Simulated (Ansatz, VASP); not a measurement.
# Cross-check of As4Se3 (As4Se3 (Pnma)) between VASP and Ansatz, part 2 of 3

Aim: how closely do two programs agree when they are given the same cell, functional and k mesh? Of the first pair: The structure shown is the start of the Ansatz relaxation below; VASP solves that cell, so the two are compared at the walk's first step.

VASP 6.6.1 and Ansatz 0.2.0.

So far: The structure; Ansatz: relaxation, PBEsol.

## Step 3: VASP: single point, PBEsol, start cell, pair 1

Level of this step: PBEsol; plane waves and PAW (As, Se) (VASP).

The same cell, functional, mesh and smearing now go to VASP, with its own data sets.

Lines of VASP's logs that name or quote its potential files are left out, and so is its time.

Contents of INCAR:

```
SYSTEM = As4Se3
PREC = Accurate
ENCUT = 400
EDIFF = 1E-06
NELM = 120
ISMEAR = -1
SIGMA = 0.01
LREAL = .FALSE.
ALGO = Normal
GGA = PS
NBANDS = 96
LORBIT = 11
LWAVE = .FALSE.
LCHARG = .FALSE.
ISIF = 2
LASPH = .TRUE.
GGA_COMPAT = .FALSE.
EFERMI = MIDGAP
KPAR = 4
```

Contents of POSCAR:

```
As4Se3
1.0
    9.7960460000      0.0000000000      0.0000000000
    0.0000000000      8.3556910000      0.0000000000
    0.0000000000      0.0000000000     10.6872140000
As Se
16 12
Direct
    0.0139366434      0.2500000599      0.0820778923
    0.5139366434      0.2500000599      0.4179221077
    0.9860633566      0.7500000599      0.9179221077
    0.4860633566      0.7500000599      0.5820778923
    0.1682406095      0.2500000599      0.5625245270
    0.6682406095      0.2500000599      0.9374754730
    0.8317593905      0.7500000599      0.4374754730
    0.3317593905      0.7500000599      0.0625245270
    0.3529811671      0.1008152109      0.2814346190
    0.8529811671      0.3991849089      0.2185653810
    0.6470188329      0.6008152108      0.7185653810
    0.1470188329      0.8991849089      0.7814346190
    0.6470188329      0.8991849089      0.7185653810
    0.1470188329      0.6008152108      0.7814346190
    0.3529811671      0.3991849089      0.2814346190
    0.8529811671      0.1008152109      0.2185653810
    0.1704660227      0.0350884505      0.4156498831
    0.6704660227      0.4649116692      0.0843501169
    0.8295339773      0.5350884505      0.5843501169
    0.3295339773      0.9649116692      0.9156498831
    0.8295339773      0.9649116692      0.5843501169
    0.3295339773      0.5350884505      0.9156498831
    0.1704660227      0.4649116692      0.4156498831
    0.6704660227      0.0350884505      0.0843501169
    0.4050640432      0.2500000599      0.6145427377
    0.9050640432      0.2500000599      0.8854572623
    0.5949359568      0.7500000599      0.3854572623
    0.0949359568      0.7500000599      0.1145427377
```

Contents of KPOINTS:

```
Automatic mesh
0
Gamma
3 4 3
0 0 0
```

The projector-augmented-wave data sets are As and Se (PBE family, release 64).

Command:

```bash
$ mpirun -np 4 vasp_std
```

Numbers of over 12 decimals in the logs are rounded to 6 here.

Output:

```text
[banner, memory and clock lines left out]
running    4 mpi-ranks, on    1 nodes
 distrk:  each k-point on    1 cores,    4 groups
 distr:  one band on    1 cores,    1 groups

 POSCAR found type information on POSCAR AsSe
 POSCAR found :  2 types and      28 ions
|                                                                             |
|               ----> ADVICE to this user running VASP <----                  |
|                                                                             |
|     You have a (more or less) 'large supercell' and for larger cells it     |
|     might be more efficient to use real-space projection operators.         |
|     Therefore, try LREAL= Auto in the INCAR file.                           |
|     Mind: For very accurate calculation, you might also keep the            |
|     reciprocal projection scheme (i.e. LREAL=.FALSE.).                      |
|                                                                             |

|                                                                             |
|               ----> ADVICE to this user running VASP <----                  |
|                                                                             |
|     You enforced a specific xc type in the INCAR file but a different       |
|     [... a line on the potential file left out ...]
|     I HOPE YOU KNOW WHAT YOU ARE DOING!                                     |
|                                                                             |

 LDA part: xc-table for (Slater+PW92), standard interpolation
 POSCAR, INCAR and KPOINTS ok, starting setup
 FFT: planning ... GRIDC
 FFT: planning ... GRID_SOFT
 FFT: planning ... GRID
 WAVECAR not read
 entering main loop
       N       E                     dE             d eps       ncg     rms          rms(c)
DAV:   1     0.748867067100E+03    0.74887E+03   -0.50405E+04  2304   0.105E+03
DAV:   2    -0.469483373999E+02   -0.79582E+03   -0.76899E+03  2864   0.195E+02
DAV:   3    -0.126712366310E+03   -0.79764E+02   -0.78895E+02  2632   0.663E+01
DAV:   4    -0.129391231651E+03   -0.26789E+01   -0.26614E+01  3192   0.117E+01
DAV:   5    -0.129439421786E+03   -0.48190E-01   -0.48120E-01  2880   0.172E+00    0.160E+01
DAV:   6    -0.128268649875E+03    0.11708E+01   -0.13739E+00  2944   0.275E+00    0.951E+00
DAV:   7    -0.127944950502E+03    0.32370E+00   -0.12440E+00  2752   0.250E+00    0.111E+00
DAV:   8    -0.127929043456E+03    0.15907E-01   -0.12884E-01  2848   0.101E+00    0.492E-01
DAV:   9    -0.127932075558E+03   -0.30321E-02   -0.27634E-02  2704   0.369E-01    0.241E-01
DAV:  10    -0.127932405578E+03   -0.33002E-03   -0.27308E-03  3080   0.144E-01    0.144E-01
DAV:  11    -0.127932917123E+03   -0.51154E-03   -0.11127E-03  2656   0.882E-02    0.407E-02
DAV:  12    -0.127932940226E+03   -0.23103E-04   -0.21196E-04  3304   0.307E-02    0.283E-02
DAV:  13    -0.127932981694E+03   -0.41468E-04   -0.60674E-05  2696   0.195E-02    0.156E-02
DAV:  14    -0.127932994701E+03   -0.13007E-04   -0.16877E-05  2736   0.993E-03    0.918E-03
DAV:  15    -0.127932994084E+03    0.61676E-06   -0.53379E-06  2512   0.663E-03
   1 F= -.12793299E+03 E0= -.12793299E+03  d E =0.000000E+00
```

From OUTCAR (step 3):

```text
ion  position               nearest neighbor table
   1  0.014  0.250  0.082-  26 2.36  10 2.48  16 2.48
   2  0.514  0.250  0.418-  25 2.36  15 2.48   9 2.48
   3  0.986  0.750  0.918-  28 2.36  12 2.48  14 2.48
   4  0.486  0.750  0.582-  27 2.36  13 2.48  11 2.48
   5  0.168  0.250  0.563-  23 2.39  17 2.39  25 2.39
   6  0.668  0.250  0.937-  18 2.39  24 2.39  26 2.39
   7  0.832  0.750  0.437-  21 2.39  19 2.39  27 2.39
   8  0.332  0.750  0.063-  20 2.39  22 2.39  28 2.39
   9  0.353  0.101  0.281-  17 2.36   2 2.48  15 2.49
  10  0.853  0.399  0.219-  18 2.36   1 2.48  16 2.49
  11  0.647  0.601  0.719-  19 2.36   4 2.48  13 2.49
  12  0.147  0.899  0.781-  20 2.36   3 2.48  14 2.49
  13  0.647  0.899  0.719-  21 2.36   4 2.48  11 2.49
  14  0.147  0.601  0.781-  22 2.36   3 2.48  12 2.49
  15  0.353  0.399  0.281-  23 2.36   2 2.48   9 2.49
  16  0.853  0.101  0.219-  24 2.36   1 2.48  10 2.49
  17  0.170  0.035  0.416-   9 2.36   5 2.39
  18  0.670  0.465  0.084-  10 2.36   6 2.39
  19  0.830  0.535  0.584-  11 2.36   7 2.39
  20  0.330  0.965  0.916-  12 2.36   8 2.39
  21  0.830  0.965  0.584-  13 2.36   7 2.39
  22  0.330  0.535  0.916-  14 2.36   8 2.39
  23  0.170  0.465  0.416-  15 2.36   5 2.39
  24  0.670  0.035  0.084-  16 2.36   6 2.39
  25  0.405  0.250  0.615-   2 2.36   5 2.39
  26  0.905  0.250  0.885-   1 2.36   6 2.39
  27  0.595  0.750  0.385-   4 2.36   7 2.39
  28  0.095  0.750  0.115-   3 2.36   8 2.39

  LATTYP: Found a simple orthorhombic cell.
 ALAT       =     8.3556910000
 B/A-ratio  =     1.1723801179
 C/A-ratio  =     1.2790341337

 Subroutine GETGRP returns: Found  8 space group operations
 (whereof  2 operations were pure point group operations)

The static configuration has the point symmetry S_2 .
 The point group associated with its full space group is D_2h.

 Found     12 irreducible k-points:

   k-points           NKPTS =     12   k-points in BZ     NKDIM =     12   number of bands    NBANDS=     96

   dimension x,y,z NGX =    64 NGY =   56 NGZ =   70
   dimension x,y,z NGXF=   128 NGYF=  112 NGZF=  140

   ENCUT  =  400.0 eV  29.40 Ry    5.42 a.u.  15.97 13.63 17.43*2*pi/ulx,y,z

   NELECT =     152.0000    total number of electrons

 k-points in reciprocal lattice and weights: Automatic mesh
   0.00000000  0.00000000  0.00000000       0.028
   0.33333333  0.00000000  0.00000000       0.056
   0.00000000  0.25000000  0.00000000       0.056
   0.33333333  0.25000000  0.00000000       0.111
   0.00000000  0.50000000  0.00000000       0.028
   0.33333333  0.50000000  0.00000000       0.056
   0.00000000  0.00000000  0.33333333       0.056
   0.33333333  0.00000000  0.33333333       0.111
   0.00000000  0.25000000  0.33333333       0.111
   0.33333333  0.25000000  0.33333333       0.222
   0.00000000  0.50000000  0.33333333       0.056
   0.33333333  0.50000000  0.33333333       0.111

 average (electrostatic) potential at core
       1 -52.9117       2 -52.9117       3 -52.9117       4 -52.9117       5 -53.5129
       6 -53.5129       7 -53.5129       8 -53.5129       9 -52.8937      10 -52.8937
      11 -52.8937      12 -52.8937      13 -52.8938      14 -52.8937      15 -52.8938
      16 -52.8937      17 -56.6238      18 -56.6238      19 -56.6238      20 -56.6238
      21 -56.6238      22 -56.6238      23 -56.6238      24 -56.6238      25 -56.6343
      26 -56.6343      27 -56.6343      28 -56.6343

 E-fermi :   1.9834

 k-point     1 :       0.0000    0.0000    0.0000
  band No.  band energies     occupation
    ...
     72       0.6617      2.00000
     73       0.7196      2.00000
     74       0.9011      2.00000
     75       0.9189      2.00000
     76       1.2322      2.00000
     77       2.7345      0.00000
     78       3.2479      0.00000
     79       3.3214      0.00000
     80       3.3442      0.00000
     81       3.3612      0.00000
    ...

 k-point     2 :       0.3333    0.0000    0.0000
  band No.  band energies     occupation
    ...
     72       0.6142      2.00000
     73       0.7330      2.00000
     74       0.8343      2.00000
     75       1.0311      2.00000
     76       1.1856      2.00000
     77       2.9186      0.00000
     78       3.0650      0.00000
     79       3.3807      0.00000
     80       3.4386      0.00000
     81       3.5098      0.00000
    ...

 k-point     3 :       0.0000    0.2500    0.0000
  band No.  band energies     occupation
    ...
     72       0.6622      2.00000
     73       0.8115      2.00000
     74       0.8117      2.00000
     75       0.8555      2.00000
     76       1.1370      2.00000
     77       2.8153      0.00000
     78       3.1888      0.00000
     79       3.2346      0.00000
     80       3.2967      0.00000
     81       3.3498      0.00000
    ...

  Total       -1.4425376     -0.9759018     -0.9671328      0.0000000      0.0000000      0.0000000
  in kB       -2.6420440     -1.7873887     -1.7713281      0.0000000      0.0000000      0.0000000
  external PRESSURE =      -2.0669203 kB  Pullay stress =       0.0000000 kB

  energy-cutoff  :      400.00
  volume of cell :      874.78
      direct lattice vectors                 reciprocal lattice vectors
     9.796046000  0.000000000  0.000000000     0.102082003  0.000000000  0.000000000
     0.000000000  8.355691000  0.000000000     0.000000000  0.119678911  0.000000000
     0.000000000  0.000000000 10.687214000     0.000000000  0.000000000  0.093569755

 POSITION                                       TOTAL-FORCE (eV/Angst)
 -----------------------------------------------------------------------------------
      0.13652      2.08892      0.87718         0.120704      0.000000     -0.001993
      5.03455      2.08892      4.46642         0.120704      0.000000      0.001993
      9.65952      6.26677      9.81003        -0.120704      0.000000      0.001993
      4.76150      6.26677      6.22079        -0.120704      0.000000     -0.001993
      1.64809      2.08892      6.01182        -0.099834      0.000000      0.128460
      6.54612      2.08892     10.01900        -0.099834      0.000000     -0.128460
      8.14795      6.26677      4.67539         0.099834      0.000000     -0.128460
      3.24993      6.26677      0.66821         0.099834      0.000000      0.128460
      3.45782      0.84238      3.00775         0.035160     -0.126885     -0.137258
      8.35584      3.33547      2.33585         0.035160      0.126885      0.137258
      6.33823      5.02023      7.67946        -0.035160     -0.126885      0.137258
      1.44020      7.51331      8.35136        -0.035160      0.126885     -0.137258
      6.33823      7.51331      7.67946        -0.035160      0.126885      0.137258
      1.44020      5.02023      8.35136        -0.035160     -0.126885     -0.137258
      3.45782      3.33547      3.00775         0.035160      0.126885     -0.137258
      8.35584      0.84238      2.33585         0.035160     -0.126885      0.137258
      1.66989      0.29319      4.44214        -0.088213     -0.065983     -0.001755
      6.56792      3.88466      0.90147        -0.088213      0.065983      0.001755
      8.12615      4.47103      6.24507         0.088213     -0.065983      0.001755
      3.22813      8.06250      9.78575         0.088213      0.065983     -0.001755
      8.12615      8.06250      6.24507         0.088213      0.065983      0.001755
      3.22813      4.47103      9.78575         0.088213     -0.065983     -0.001755
      1.66989      3.88466      4.44214        -0.088213      0.065983     -0.001755
      6.56792      0.29319      0.90147        -0.088213     -0.065983      0.001755
      3.96803      2.08892      6.56775         0.063016      0.000000      0.072515
      8.86605      2.08892      9.46307         0.063016      0.000000     -0.072515
      5.82802      6.26677      4.11946        -0.063016      0.000000     -0.072515
      0.93000      6.26677      1.22414        -0.063016      0.000000      0.072515
 -----------------------------------------------------------------------------------
    total drift:                               -0.001175     -0.002165     -0.000000

  FREE ENERGIE OF THE ION-ELECTRON SYSTEM (eV)
  ---------------------------------------------------
  free  energy   TOTEN  =      -127.9329940838 eV

  energy  without entropy=     -127.9329940838  energy(sigma->0) =     -127.93299408

 total charge
# of ion       s       p       d       tot
------------------------------------------
    1        1.304   1.354   0.051   2.708
    2        1.304   1.354   0.051   2.708
    3        1.304   1.354   0.051   2.708
    4        1.304   1.354   0.051   2.708
    5        1.300   1.318   0.070   2.688
    6        1.300   1.318   0.070   2.688
    7        1.300   1.318   0.070   2.688
    8        1.300   1.318   0.070   2.688
    9        1.304   1.356   0.051   2.711
   10        1.304   1.356   0.051   2.711
   11        1.304   1.356   0.051   2.711
   12        1.304   1.356   0.051   2.711
   13        1.304   1.356   0.051   2.711
   14        1.304   1.356   0.051   2.711
   15        1.304   1.356   0.051   2.711
   16        1.304   1.356   0.051   2.711
   17        1.487   2.280   0.042   3.809
   18        1.487   2.280   0.042   3.809
   19        1.487   2.280   0.042   3.809
   20        1.487   2.280   0.042   3.809
   21        1.487   2.280   0.042   3.809
   22        1.487   2.280   0.042   3.809
   23        1.487   2.280   0.042   3.809
   24        1.487   2.280   0.042   3.809
   25        1.487   2.278   0.042   3.807
   26        1.487   2.278   0.042   3.807
   27        1.487   2.278   0.042   3.807
   28        1.487   2.278   0.042   3.807
--------------------------------------------------
tot         38.688  48.891   1.392  88.972

[... 3 further parts left out ...]
```

The run ends at a pressure of -0.21 GPa, with forces up to 0.19 eV/Å.

## Step 4: Comparison

Known differences besides the potentials themselves: the data sets hold 432 valence electrons in Ansatz (on its default PAW (the set named soft_2) files) and 152 in VASP; the cutoff is 420 eV in Ansatz and 400 eV in VASP; Ansatz makes its cores anew for this functional, VASP keeps those of its PBE data sets. Total energies have different zeros and are not compared.

Forces on 10 of the 28 atoms, those with the largest forces and the largest differences (eV/Å; atoms numbered as in POSCAR):

```csv
atom,"Ansatz x, y, z","VASP x, y, z"
As1,"0.029, 0.000, 0.000","0.121, 0.000, -0.002"
As2,"0.029, 0.000, 0.000","0.121, 0.000, 0.002"
As3,"-0.029, 0.000, 0.000","-0.121, 0.000, 0.002"
As10,"0.020, 0.068, 0.070","0.035, 0.127, 0.137"
As11,"-0.020, -0.068, 0.070","-0.035, -0.127, 0.137"
As12,"-0.020, 0.068, -0.070","-0.035, 0.127, -0.137"
As13,"-0.020, 0.068, 0.070","-0.035, 0.127, 0.137"
As14,"-0.020, -0.068, -0.070","-0.035, -0.127, -0.137"
As15,"0.020, 0.068, -0.070","0.035, 0.127, -0.137"
As16,"0.020, -0.068, 0.070","0.035, -0.127, 0.137"
```

The forces differ by 46 meV/Å r.m.s., which is 55.5 % of the r.m.s. force of 0.084 eV/Å (both taken over all components).

## Step 5: Ansatz: relaxation, PBEsol

This run makes the geometry at which the two programs are then compared. The cell compared in this pair holds 752.08 Å³, against 874.78 Å³ for the pair before.

The structure compared here is the end of the Ansatz relaxation.

Contents of input.yaml:

```yaml
crystal:
  lattice:
    - [9.7960463, 0.0, 0.0]
    - [0.0, 8.3556914, 0.0]
    - [0.0, 0.0, 10.6872138]
  atoms:
    - { symbol: As, position: [0.01393665, 0.25, 0.08207787] }
    - { symbol: As, position: [0.51393665, 0.25, 0.41792213] }
    - { symbol: As, position: [0.98606335, 0.75, 0.91792213] }
    - { symbol: As, position: [0.48606335, 0.75, 0.58207787] }
    - { symbol: As, position: [0.1682406, 0.25, 0.56252451] }
    - { symbol: As, position: [0.6682406, 0.25, 0.93747549] }
    - { symbol: As, position: [0.8317594, 0.75, 0.43747549] }
    - { symbol: As, position: [0.3317594, 0.75, 0.06252451] }
    - { symbol: As, position: [0.35298116, 0.10081515, 0.28143463] }
    - { symbol: As, position: [0.85298116, 0.39918485, 0.21856537] }
    - { symbol: As, position: [0.64701884, 0.60081515, 0.71856537] }
    - { symbol: As, position: [0.14701884, 0.89918485, 0.78143463] }
    - { symbol: As, position: [0.64701884, 0.89918485, 0.71856537] }
    - { symbol: As, position: [0.14701884, 0.60081515, 0.78143463] }
    - { symbol: As, position: [0.35298116, 0.39918485, 0.28143463] }
    - { symbol: As, position: [0.85298116, 0.10081515, 0.21856537] }
    - { symbol: Se, position: [0.170466, 0.0350884, 0.4156499] }
    - { symbol: Se, position: [0.670466, 0.4649116, 0.0843501] }
    - { symbol: Se, position: [0.829534, 0.5350884, 0.5843501] }
    - { symbol: Se, position: [0.329534, 0.9649116, 0.9156499] }
    - { symbol: Se, position: [0.829534, 0.9649116, 0.5843501] }
    - { symbol: Se, position: [0.329534, 0.5350884, 0.9156499] }
    - { symbol: Se, position: [0.170466, 0.4649116, 0.4156499] }
    - { symbol: Se, position: [0.670466, 0.0350884, 0.0843501] }
    - { symbol: Se, position: [0.40506405, 0.25, 0.61454272] }
    - { symbol: Se, position: [0.90506405, 0.25, 0.88545728] }
    - { symbol: Se, position: [0.59493595, 0.75, 0.38545728] }
    - { symbol: Se, position: [0.09493595, 0.75, 0.11454272] }
basis:
  ecutwfc: 420
  xc_grid: 2
hamiltonian:
  xc: pbesol
kpoints:
  mp_grid: { grid: [3, 4, 3] }
scf:
  occupations: { method: fermi_dirac, width: 0.01 }
  max_iter: 150
output:
  forces: true
  stress: true
relax:
  f_tol: 0.01
  max_steps: 60
  cell: {}
checkpoint:
  write: "../pbesol.run"
  compress: false
  write_wavefunctions: false
  write_every: 100000
```

Command:

```bash
$ ansatz run input.yaml --threads 4 --pin off --max-ram 5652MiB --backend cpu --events-out ev --progress --plain --runs-dir out
```

Output:

```text
[...]
Crystal: 28 atoms, lattice volume = 874.778 Å³
Basis set: ecut = 420 eV, 17073 PW (Γ), exchange–correlation on 144×120×144 points (8 copies of the dense FFT grid, shifted against one another)
Bands: 260, of which v1, the nominal top of the filled ones, is band 216 counted from 1 (215 counted from 0)
Symmetry: 8 space group operations
[...]
k-points: 12 of 36
[...]
- { symbol: Se, position: [0.835423, 0.975660, 0.587969] }
    - { symbol: Se, position: [0.335423, 0.524340, 0.912031] }
    - { symbol: Se, position: [0.164577, 0.475660, 0.412031] }
    - { symbol: Se, position: [0.664577, 0.024340, 0.087969] }
    - { symbol: Se, position: [0.415735, 0.250000, 0.619056] }
    - { symbol: Se, position: [0.915735, 0.250000, 0.880944] }
    - { symbol: Se, position: [0.584265, 0.750000, 0.380944] }
    - { symbol: Se, position: [0.084265, 0.750000, 0.119056] }
[key lines of the parts left out:]
SCF converged after 6 iterations
Free energy (F): -142099.299603 eV
Fermi energy:    7.327964 eV
P = ⅓ Tr σ = 0.0009 GPa (0.009 kbar)
```

(Part 2 of 3 ends here.)

[Lines on the potential files, build, host, timing and source positions are cut from VASP's logs without a mark.]

[Logs are printed without paths, hosts, clocks, repeated set-up lines and the standing remarks that a program may print on its own settings, such as how far it seeks lower states.]

[Hosts, paths, dates, database ids (printed as entryN), source tags and the programs' standing remarks are cut or masked in the printed files.]
